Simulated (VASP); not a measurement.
Computed with PBE GGA, VASP's PBE PAW potentials (set 64) (plane waves; VASP).

VASP input:

**INCAR**
```
SYSTEM = Sc
PREC = Accurate; ENCUT = 400; LREAL = .FALSE.
LASPH = .TRUE.
EDIFF = 1E-6; NELM = 100; ALGO = Normal
LMAXMIX = 4
ISMEAR = 1; SIGMA = 0.1
GGA = PE
ISIF = 2
LWAVE = .FALSE.; LCHARG = .FALSE.
```

KPOINTS:
```
Automatic
0
Gamma
 10 10 5
0 0 0
```

POSCAR:
```
Sc
1
    1.6550000000    -2.8665440000     0.0000000000
    1.6550000000     2.8665440000     0.0000000000
    0.0000000000     0.0000000000     5.2700000000
Sc
2
Direct
  0.3333330000   0.6666670000   0.2500000000
  0.6666670000   0.3333330000   0.7500000000
```

POTCAR, in this order: Sc_sv (PBE.64 set). Program: vasp_std.

### Question
Estimate the energy per atom (σ→0), band gap (on the k-mesh).

### Answer

```yaml
energy per atom (σ→0): -6.242 eV/atom
band gap (on the k-mesh): none (metal, semimetal or under 0.01 eV)
```

### OSZICAR
```
...
DAV:   7    -0.124975381168E+02    0.15965E+00   -0.73944E-01  1666   0.999E+00    0.891E-01
DAV:   8    -0.124879801108E+02    0.95580E-02   -0.36065E-02  1708   0.278E+00    0.276E-01
DAV:   9    -0.124859100973E+02    0.20700E-02   -0.11779E-02  1659   0.128E+00    0.246E-02
DAV:  10    -0.124859226707E+02   -0.12573E-04   -0.15674E-04  2029   0.190E-01    0.769E-03
DAV:  11    -0.124859187928E+02    0.38779E-05   -0.25437E-06  1290   0.181E-02    0.279E-03
DAV:  12    -0.124859207847E+02   -0.19919E-05   -0.95441E-07  1232   0.152E-02    0.110E-03
DAV:  13    -0.124859204261E+02    0.35856E-06   -0.12351E-07   966   0.707E-03
   1 F= -.12485920E+02 E0= -.12484619E+02  d E =-.390333E-02
```

The compound is Sc in the hcp structure. The cell was not relaxed at this level.
